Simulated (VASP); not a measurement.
A convergence study with VASP on BP (zinc blende): a few settings are varied, all else stays as given below, so the limit is that of these other settings.

```yaml
crystal:
  lattice:
    - [0.00000, 2.27000, 2.27000]
    - [2.27000, 0.00000, 2.27000]
    - [2.27000, 2.27000, 0.00000]
  atoms:
    - { symbol: B, position: [0.00000, 0.00000, 0.00000] }
    - { symbol: P, position: [0.25000, 0.25000, 0.25000] }
```

Method: HSE06 screened hybrid, VASP's PBE PAW potentials (set 64) (plane waves; VASP 6.6.1). The last row used: 520 eV cut-off, 4×4×4 Γ-centred mesh, Gaussian smearing of 0.050 eV, potentials B P.

Gaps are read on the run's mesh, which can miss a band edge.

```json
[
 {"setting": "ENCUT = 300, PRECFOCK = Fast", "E (eV/atom)": "-7.3483", "pressure (GPa)": "-2.32", "gap on the mesh (eV)": "2.113", "electronic steps": "18"},
 {"setting": "ENCUT = 400, PRECFOCK = Fast", "E (eV/atom)": "-7.3556", "pressure (GPa)": "-1.30", "gap on the mesh (eV)": "2.120", "electronic steps": "18"},
 {"setting": "ENCUT = 520, PRECFOCK = Fast", "E (eV/atom)": "-7.3561", "pressure (GPa)": "-1.34", "gap on the mesh (eV)": "2.120", "electronic steps": "18"},
 {"setting": "ENCUT = 300, PRECFOCK = Normal", "E (eV/atom)": "-7.3482", "pressure (GPa)": "-2.32", "gap on the mesh (eV)": "2.113", "electronic steps": "18"},
 {"setting": "ENCUT = 400, PRECFOCK = Normal", "E (eV/atom)": "-7.3555", "pressure (GPa)": "-1.31", "gap on the mesh (eV)": "2.120", "electronic steps": "18"},
 {"setting": "ENCUT = 520, PRECFOCK = Normal", "E (eV/atom)": "-7.3560", "pressure (GPa)": "-1.35", "gap on the mesh (eV)": "2.120", "electronic steps": "18"},
 {"setting": "ENCUT = 300, PRECFOCK = Accurate", "E (eV/atom)": "-7.3482", "pressure (GPa)": "-2.32", "gap on the mesh (eV)": "2.113", "electronic steps": "18"},
 {"setting": "ENCUT = 400, PRECFOCK = Accurate", "E (eV/atom)": "-7.3555", "pressure (GPa)": "-1.31", "gap on the mesh (eV)": "2.120", "electronic steps": "18"},
 {"setting": "ENCUT = 520, PRECFOCK = Accurate", "E (eV/atom)": "-7.3560", "pressure (GPa)": "-1.35", "gap on the mesh (eV)": "2.120", "electronic steps": "18"}
]
```

Left out are rungs that failed or repeat a setting and relaxations that didn't move; long series are thinned to 24 rows.

The compound is BP in the zinc blende structure. The cell was not relaxed at this level.
